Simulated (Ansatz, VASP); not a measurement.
**Two plane-wave programs on Cd3SeS2**

```
Cd Se S
1.0
     4.17552    0.00000    0.00000
     0.00000    4.17552    0.00000
     0.00000    0.00000   10.78952
Cd Se S
3 1 2
Direct
  0.50000 0.50000 0.00000
  0.00000 0.00000 0.00000
  0.50000 0.50000 0.50000
  0.00000 0.00000 0.50000
  0.00000 0.50000 0.14366
  0.50000 0.00000 0.85634
```

Change from the starting cell: species swapped into the Li3MnAs2 type (P-4m2, No. 115).

Alike in both runs: functional PBE; k mesh 4 × 4 × 4; occupations gaussian, width 0.1 eV; no spin polarisation.

Ansatz relaxed the structure, and its values are those at the end. VASP's run is a single point on that final structure, the one shown.

|  | VASP | Ansatz |
| --- | --- | --- |
| version | VASP 6.6.1 | Ansatz 0.2.0 |
| potentials or method | VASP PAW PBE potentials, release 64 (Cd, Se, S) | scalar-relativistic, plane waves, PAW |
| plane-wave cutoff (eV) | 520 | 420 |
| valence electrons in the cell | 54 | 88 |

|  | VASP | Ansatz | Ansatz less VASP |
| --- | --- | --- | --- |
| gap on the k mesh at the Fermi level (eV) | none | none | - |
| pressure (GPa) | 0.2 | 0.0 | -0.21 |
| rms of the force components (eV/Å) | 0.025 | 0.004 | -0.0210 |

A gap of «none» marks a metal or a gap that the smearing closes. The functional is the same, so the differences come from potentials, cutoffs and numerics. The two sets of potentials don't hold the same shells in valence.

Caveats: the k mesh is coarse (spacing up to 0.38 Å⁻¹), so the values aren't converged.
